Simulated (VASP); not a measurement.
# Si2W: input slips in a relaxation and what they do, part 2 of 2

Some relaxations of Si2W get a fault in the input on purpose. Which of them show, and how? The starting structure is a measured crystal structure from the Crystallography Open Database. The first relaxation on each setting starts from this cell expanded by 3 % in volume.

VASP 6.6.1.

Results so far: reference 13.35 Å³ an atom; a leftover external pressure of 100 kbar 12.84 Å³ an atom.

### 5. Relaxation with a smearing far too wide (continued)

Level of this step: PBEsol; plane waves and PAW (W, Si) (VASP).

Parts of OUTCAR (step 5):

```text
  Total        0.0015956      0.0015956      0.0018091      0.0000000      0.0000000     -0.0000000
  in kB        0.0619188      0.0619188      0.0702026      0.0000000      0.0000000     -0.0000000
  external PRESSURE =       0.0646801 kB  Pullay stress =       0.0000000 kB

 POSITION                                       TOTAL-FORCE (eV/Angst)
 -----------------------------------------------------------------------------------
      0.00000     -3.22265     -0.00000         0.000000      0.000000      0.000000
      0.00000     -3.22265     -2.64469        -0.000000      0.000000      0.000977
     -1.61133     -1.61133     -1.33084         0.000000     -0.000000     -0.000977
 -----------------------------------------------------------------------------------
    total drift:                               -0.000000      0.000000      0.000000

  FREE ENERGIE OF THE ION-ELECTRON SYSTEM (eV)
  ---------------------------------------------------
  free  energy   TOTEN  =       -27.5170836772 eV

  energy  without entropy=      -25.2609262698  energy(sigma->0) =      -26.38900497

[... 2 parts as in an earlier step ...]

[... 2 further parts left out ...]
[key lines of the parts left out:]
E-fermi :  10.1969
```

With a smearing far too wide the cell ends at 13.763 Å³ an atom, +3.12 % from the reference.

### 6. Relaxation with a loose electronic threshold

A slip made on purpose: a loose electronic threshold. Against step 2 the input has EDIFF = 0.01 (also changed: NELM and NSW).

Input file INCAR:

```
SYSTEM = Si2W
PREC = Accurate
ENCUT = 450
EDIFF = 0.01
NELM = 60
ISMEAR = 0
SIGMA = 0.05
LREAL = .FALSE.
ALGO = Normal
GGA = PS
NBANDS = 13
LASPH = .TRUE.
LORBIT = 11
LWAVE = .FALSE.
LCHARG = .FALSE.
KPAR = 4
IBRION = 2
NSW = 30
ISIF = 3
EDIFFG = -0.006
```

Input file POSCAR:

```
Si2W
1.0
    0.0000000000     -3.2456218715      0.0000000000
   -3.2456218715      0.0000000000      0.0000000000
    1.6228109358     -1.6228109358     -3.9537144022
W Si
1 2
Direct
    0.0000000000      0.0000000000      0.0000000000
    0.6653000000      0.3347000000      0.6694000000
    0.3347000000      0.6653000000      0.3306000000
```

Input file KPOINTS:

```
Automatic mesh
0
Gamma
12 12 12
0 0 0
```

PAW data sets: W and Si (PBE family, release 64).

Command:

```console
$ mpirun -np 4 vasp_std
```

The log of the run:

```text
[... set-up lines as in an earlier step ...]
 entering main loop
       N       E                     dE             d eps       ncg     rms          rms(c)
[... 4 cycles as in an earlier step ...]
DAV:   5    -0.276157357277E+02   -0.44148E-03   -0.44136E-03  6120   0.415E-01    0.250E+01
DAV:   6    -0.268273432332E+02    0.78839E+00   -0.23998E+00  6263   0.954E+00    0.101E+01
DAV:   7    -0.267088343304E+02    0.11851E+00   -0.24640E-01  4867   0.328E+00    0.550E+00
DAV:   8    -0.266803507369E+02    0.28484E-01   -0.48489E-02  5504   0.154E+00    0.507E-01
DAV:   9    -0.266800808000E+02    0.26994E-03   -0.23728E-03  4964   0.330E-01
   1 F= -.26680081E+02 E0= -.26679937E+02  d E =-.266801E+02
[... from here on, the cycles between the ionic steps are left out ...]
   2 F= -.26560862E+02 E0= -.26560695E+02  d E =0.119219E+00
   3 F= -.26724106E+02 E0= -.26723957E+02  d E =-.440252E-01
   4 F= -.26724547E+02 E0= -.26724398E+02  d E =-.444660E-01
   5 F= -.26724531E+02 E0= -.26724383E+02  d E =-.444500E-01
   6 F= -.26724985E+02 E0= -.26724865E+02  d E =-.454108E-03
   7 F= -.26724926E+02 E0= -.26724808E+02  d E =-.395178E-03
   8 F= -.26724960E+02 E0= -.26724838E+02  d E =-.429325E-03
   9 F= -.26724956E+02 E0= -.26724832E+02  d E =-.425207E-03
  10 F= -.26724957E+02 E0= -.26724833E+02  d E =-.425975E-03
  11 F= -.26724976E+02 E0= -.26724856E+02  d E =-.196801E-04
  12 F= -.26724989E+02 E0= -.26724867E+02  d E =-.319132E-04
  13 F= -.26724990E+02 E0= -.26724868E+02  d E =-.330837E-04
  14 F= -.26724999E+02 E0= -.26724879E+02  d E =-.886165E-05
 trial-energy change:   -0.000009  1 .order   -0.000008   -0.000021    0.000005
 step:   0.5993(harm=  0.5993)  dis= 0.00047  next Energy=   -26.724998 (dE=-0.857E-05)
 reached required accuracy - stopping structural energy minimisation
```

The job ended after 60 s (4 MPI ranks of AMD EPYC 7R43, shared host; peak memory 0.72 GiB; 3.9 min of CPU time).

Parts of OUTCAR (step 6):

```text
  Total       -0.0024016     -0.0024016      0.0042612      0.0000000      0.0000000     -0.0000000
  in kB       -0.0961058     -0.0961058      0.1705226      0.0000000      0.0000000     -0.0000000
  external PRESSURE =      -0.0072297 kB  Pullay stress =       0.0000000 kB

 POSITION                                       TOTAL-FORCE (eV/Angst)
 -----------------------------------------------------------------------------------
      1.60049     -1.60049     -3.90745         0.000000      0.000000      0.000000
      0.00000     -3.20098     -2.61328         0.000000     -0.000000     -0.003591
     -1.60049     -1.60049     -1.29417        -0.000000      0.000000      0.003591
 -----------------------------------------------------------------------------------
    total drift:                               -0.000000     -0.000000     -0.000000

  FREE ENERGIE OF THE ION-ELECTRON SYSTEM (eV)
  ---------------------------------------------------
  free  energy   TOTEN  =       -26.7249987560 eV

  energy  without entropy=      -26.7247588419  energy(sigma->0) =      -26.72487880

[... 2 parts as in an earlier step ...]

[... 2 further parts left out ...]
[key lines of the parts left out:]
E-fermi :  10.6182
```

With a loose electronic threshold the cell ends at 13.346 Å³ an atom, +0.00 % from the reference.

### 7. The runs compared

| run | ended | volume (Å³/atom) | change (%) | pressure left (GPa) | core minutes |
| --- | --- | --- | --- | --- | --- |
| reference | converged | 13.346 | - | 0.01 | 9.13 |
| too few ionic steps | not converged | - | - | - | 1.8 |
| a leftover external pressure of 100 kbar | converged | 12.841 | -3.78 | 10.01 | 5.6 |
| a smearing far too wide | converged | 13.763 | 3.12 | 0.01 | 3.53 |
| a loose electronic threshold | converged | 13.346 | 0.0 | 0.0 | 4.0 |

Core minutes are wall time times ranks, summed over the relaxations behind a row (those for a bulk modulus apart), on shared hosts.

### 8. Summary of results

```yaml
volume_of_the_reference: 13.35 Å³/atom
volume_against_the_reference_a_leftover_external_pressure_of_100_kbar: -3.78 %
volume_against_the_reference_a_smearing_far_too_wide: +3.12 %
volume_against_the_reference_a_loose_electronic_threshold: +0.00 %
run_with_too_few_ionic_steps: not converged
```

What this shows: The run with too few ionic steps didn't converge. Finished, but with signs in the output that stand out against the reference: a leftover external pressure of 100 kbar, with the volume changed by -3.8 % (signs: the Pulay stress that OUTCAR prints, which here is the typed pressure and an energy that rises by up to 0.3 eV an atom on the way); a smearing far too wide, with the volume changed by +3.1 % (signs: -1.2 GPa at the first ionic step (of the first relaxations, not shown; reference: -8.7 GPa) and a large entropy term in the energy). Little came of a loose electronic threshold in this material. The reference was restarted once and the runs with a slip weren't, so their cells may not have settled fully. Further runs on this material are not shown.

[Lines on the potential files, build, host, timing and source positions are cut from VASP's logs without a mark.]

[Logs are printed without paths, hosts, clocks, repeated set-up lines and the standing remarks that a program may print on its own settings, such as how far it seeks lower states.]

[Hosts, paths, dates, database ids (printed as entryN), source tags and the programs' standing remarks are cut or masked in the printed files.]
